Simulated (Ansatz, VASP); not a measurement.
One calculation of TaRu, two programs

```
Ta Ru
1.0
     2.98623    0.00000    0.00000
     0.00000    2.98623    0.00000
     0.00000    0.00000    3.33818
Ta Ru
1 1
Cartesian
  1.4931 1.4931 1.6691
  0.0000 0.0000 0.0000
```

Alike in both runs: functional LDA; k mesh 14 × 14 × 12; occupations fermi-dirac, width 0.15 eV; no spin polarisation.

Ansatz relaxed the structure, and its values are those at the end. VASP's run is a single point on that final structure, the one shown.

|  | VASP | Ansatz |
| --- | --- | --- |
| version | VASP 6.6.1 | Ansatz 0.2.0 |
| potentials or method | VASP PAW LDA potentials, release 64 (Ta_pv, Ru_pv) | scalar-relativistic, plane waves, PAW |
| plane-wave cutoff (eV) | 520 | 420 |
| valence electrons in the cell | 25 | 29 |

Ansatz gave:

- gap on the k mesh at the Fermi level (eV): none
- pressure (GPa): 6.0

Q: Which values does VASP return?

A: gap on the k mesh at the Fermi level (eV): none; pressure (GPa): 7.2.

A gap of «none» marks a metal or a gap that the smearing closes. The two sets of potentials don't hold the same shells in valence.

The runs have no spin-orbit coupling, so splittings on Ta are missing.
